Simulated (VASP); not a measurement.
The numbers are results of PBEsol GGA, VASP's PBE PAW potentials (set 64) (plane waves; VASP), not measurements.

VASP input:

### INCAR
```
SYSTEM = Al3GaN4
PREC = Accurate
ENCUT = 520
EDIFF = 1E-7
NELM = 100
ALGO = Normal
LREAL = .FALSE.
LASPH = .TRUE.
ISMEAR = -5
GGA = PS
LMAXMIX = 4
LWAVE = .FALSE.
LCHARG = .TRUE.
LORBIT = 11
NEDOS = 601
ISIF = 2
LEFG = .TRUE.
```

File KPOINTS:
```
Automatic mesh
0
Gamma
9 9 3
0 0 0
```

**POSCAR**
```
Al3GaN4
1
    1.5650389162    -2.7107264588     0.0000000000
    1.5650389162     2.7107264588     0.0000000000
    0.0000000000    -0.0000000000    10.0856788465
Ga Al N
1 3 4
Direct
  0.6666670000   0.3333330000   0.2511663982
  0.3333330000   0.6666670000   0.9969681501
  0.6666670000   0.3333330000   0.7503160331
  0.3333330000   0.6666670000   0.5033365367
  0.6666670000   0.3333330000   0.4459144592
  0.3333330000   0.6666670000   0.1855243447
  0.6666670000   0.3333330000   0.9388589402
  0.3333330000   0.6666670000   0.6919151376
```

POTCAR, in this order: Ga_d Al N (PBE.64 set). Program: vasp_std.

Output

### OUTCAR
```
 ion  position               nearest neighbor table
   1  0.667  0.333  0.251-   6 1.92   6 1.92   6 1.92   5 1.96   4 3.12   4 3.12   4 3.12   2 3.14
                             2 3.14   2 3.14
   2  0.333  0.667  0.997-   7 1.90   7 1.90   7 1.90   6 1.90   3 3.07   3 3.07   3 3.07   1 3.14
                             1 3.14   1 3.14
   3  0.667  0.333  0.750-   8 1.90   8 1.90   8 1.90   7 1.90   2 3.07   2 3.07   2 3.07   4 3.08
                             4 3.08   4 3.08
   4  0.333  0.667  0.503-   5 1.90   5 1.90   5 1.90   8 1.90   3 3.08   3 3.08   3 3.08   1 3.12
                             1 3.12   1 3.12
   5  0.667  0.333  0.446-   4 1.90   4 1.90   4 1.90   1 1.96
   6  0.333  0.667  0.186-   2 1.90   1 1.92   1 1.92   1 1.92
   7  0.667  0.333  0.939-   2 1.90   2 1.90   2 1.90   3 1.90
   8  0.333  0.667  0.692-   3 1.90   3 1.90   3 1.90   4 1.90
  LATTYP: Found a hexagonal cell.
 ALAT       =     3.1300774341
 C/A-ratio  =     3.2221818976
 Subroutine PRICEL returns:
 Original cell was already a primitive cell.
 Subroutine GETGRP returns: Found  6 space group operations
The static configuration has the point symmetry C_3v.
The dynamic configuration has the point symmetry C_3v.
 Subroutine INISYM returns: Found  6 space group operations
 Subroutine IBZKPT returns following result:
 Found     31 irreducible k-points:

...
```

File OSZICAR:
```
       N       E                     dE             d eps       ncg     rms          rms(c)
DAV:   1     0.357301610769E+03    0.35730E+03   -0.19768E+04  1640   0.201E+03
DAV:   2    -0.191378035489E+02   -0.37644E+03   -0.36375E+03  2004   0.486E+02
DAV:   3    -0.665126093357E+02   -0.47375E+02   -0.46858E+02  1842   0.150E+02
DAV:   4    -0.685994875110E+02   -0.20869E+01   -0.20797E+01  2192   0.337E+01
DAV:   5    -0.686404286829E+02   -0.40941E-01   -0.40900E-01  2064   0.452E+00    0.161E+01
DAV:   6    -0.601022583211E+02    0.85382E+01   -0.36472E+01  2328   0.564E+01    0.552E+00
DAV:   7    -0.601422105618E+02   -0.39952E-01   -0.22379E+00  1894   0.106E+01    0.396E+00
DAV:   8    -0.600771853379E+02    0.65025E-01   -0.33401E-01  2324   0.724E+00    0.732E-01
DAV:   9    -0.600608920047E+02    0.16293E-01   -0.88129E-02  2520   0.475E+00    0.395E-01
DAV:  10    -0.600610507255E+02   -0.15872E-03   -0.92992E-03  2222   0.749E-01    0.189E-01
DAV:  11    -0.600612403012E+02   -0.18958E-03   -0.70912E-04  2142   0.303E-01    0.795E-02
DAV:  12    -0.600612422377E+02   -0.19364E-05   -0.23182E-04  2604   0.195E-01    0.243E-02
DAV:  13    -0.600612470552E+02   -0.48175E-05   -0.62710E-05  1898   0.559E-02    0.181E-02
DAV:  14    -0.600612462767E+02    0.77850E-06   -0.37319E-06  2160   0.191E-02    0.107E-02
DAV:  15    -0.600612461531E+02    0.12353E-06   -0.23604E-06  2230   0.132E-02    0.426E-03
DAV:  16    -0.600612460284E+02    0.12480E-06   -0.61205E-07  1886   0.836E-03    0.169E-03
DAV:  17    -0.600612459860E+02    0.42339E-07   -0.13255E-07  1072   0.307E-03
   1 F= -.60061246E+02 E0= -.60061246E+02  d E =0.000000E+00
```

OUTCAR:
```
------------------------ aborting loop because EDIFF is reached ----------------------------------------
  FORCE on cell =-STRESS in cart. coord.  units (eV):
  Direction    XX          YY          ZZ          XY          YZ          ZX
  --------------------------------------------------------------------------------------
  Total       -0.0482141     -0.0482140     -0.1097485      0.0000000      0.0000000      0.0000000
  in kB       -0.9026894     -0.9026891     -2.0547709      0.0000000      0.0000000      0.0000000
  external PRESSURE =      -1.2867164 kB  Pullay stress =       0.0000000 kB
  volume of cell :       85.57
      direct lattice vectors                 reciprocal lattice vectors
     1.565038916 -2.710726459  0.000000000     0.319480873 -0.184452400  0.000000000
     1.565038916  2.710726459  0.000000000     0.319480873  0.184452400  0.000000000
     0.000000000  0.000000000 10.085678847     0.000000000  0.000000000  0.099150490
 POSITION                                       TOTAL-FORCE (eV/Angst)
 -----------------------------------------------------------------------------------
      1.56504     -0.90358      2.53318        -0.000000      0.000000      0.004101
      1.56504      0.90358     10.05510        -0.000000     -0.000000     -0.004273
      1.56504     -0.90358      7.56745        -0.000000     -0.000000      0.006536
      1.56504      0.90358      5.07649        -0.000000     -0.000000      0.003811
      1.56504     -0.90358      4.49735        -0.000000     -0.000000      0.008786
      1.56504      0.90358      1.87114         0.000000      0.000000     -0.010333
      1.56504     -0.90358      9.46903         0.000000     -0.000000     -0.011673
      1.56504      0.90358      6.97843        -0.000000      0.000000      0.003045
 -----------------------------------------------------------------------------------
    total drift:                               -0.000000      0.000898      0.000293
  FREE ENERGIE OF THE ION-ELECTRON SYSTEM (eV)
  ---------------------------------------------------
  free  energy   TOTEN  =       -60.0612459860 eV

  energy  without entropy=      -60.0612459860  energy(sigma->0) =      -60.06124599

 total charge

# of ion       s       p       d       tot
------------------------------------------
    1        0.792   0.936  10.201  11.929
    2        0.368   0.435   0.000   0.803
    3        0.367   0.436   0.000   0.803
    4        0.369   0.439   0.000   0.807
    5        1.217   2.590   0.000   3.807
    6        1.217   2.560   0.000   3.777
    7        1.216   2.619   0.000   3.835
    8        1.217   2.618   0.000   3.835
--------------------------------------------------
tot          6.763  12.633  10.201  29.596

 Electric field gradients after diagonalization (V/A^2)
 (convention: |V_zz| > |V_xx| > |V_yy|)
----------------------------------------------------------------------
 ion       V_xx      V_yy      V_zz     asymmetry (V_yy - V_xx)/ V_zz
----------------------------------------------------------------------
   1      -8.408    -8.406    16.814       0.000
   2      -1.862    -1.862     3.724       0.000
   3      -1.253    -1.253     2.506       0.000
   4      -2.147    -2.146     4.293       0.000
   5      -9.912    -9.911    19.823       0.000
   6       6.797     6.796   -13.593       0.000
   7       1.023     1.022    -2.045       0.000
   8       0.592     0.591    -1.183       0.001
```
(Selected blocks of OUTCAR.)

OUTCAR:
```
 val. band max:        5.9633563098   @ k =   0.0000   0.0000   0.0000

 cond. band min:       9.2586763359   @ k =   0.0000   0.0000   0.0000


 Fermi energy:         5.9869312300

 k-point     1 :       0.0000    0.0000    0.0000
  band No.  band energies     occupation
      1      -9.5988      2.00000
      2      -8.9513      2.00000
      3      -8.6059      2.00000
      4      -7.7774      2.00000
      5      -7.0786      2.00000
      6      -7.0786      2.00000
      7      -6.7905      2.00000
      8      -6.7904      2.00000
      9      -6.3134      2.00000
     10      -0.5295      2.00000
     11       2.0723      2.00000
     12       2.6104      2.00000
     13       4.8174      2.00000
     14       4.8174      2.00000
     15       5.1131      2.00000
     16       5.1132      2.00000
     17       5.2858      2.00000
     18       5.2859      2.00000
     19       5.8044      2.00000
     20       5.9633      2.00000
     21       5.9634      2.00000
     22       9.2587      0.00000
     23      11.2900      0.00000
     24      11.8178      0.00000
     25      12.0720      0.00000
     26      15.2102      0.00000

 k-point     2 :       0.1111    0.0000    0.0000
  band No.  band energies     occupation
      1      -9.4570      2.00000
      2      -8.8485      2.00000
      3      -8.4778      2.00000
      4      -7.6971      2.00000
      5      -7.0537      2.00000
      6      -7.0536      2.00000
      7      -6.8123      2.00000
      8      -6.7912      2.00000
      9      -6.2330      2.00000
     10      -0.3440      2.00000
     11       2.0487      2.00000
     12       2.5536      2.00000
     13       4.1177      2.00000
     14       4.6273      2.00000
     15       4.6615      2.00000
     16       4.7243      2.00000
     17       4.9916      2.00000
     18       5.1796      2.00000
     19       5.1858      2.00000
     20       5.7351      2.00000
     21       5.8256      2.00000
     22       9.9837      0.00000
...
```

The structure was generated: Al3GaN4 was put into an ordered model structure (P3m1), which need not be its known phase. It was relaxed first.
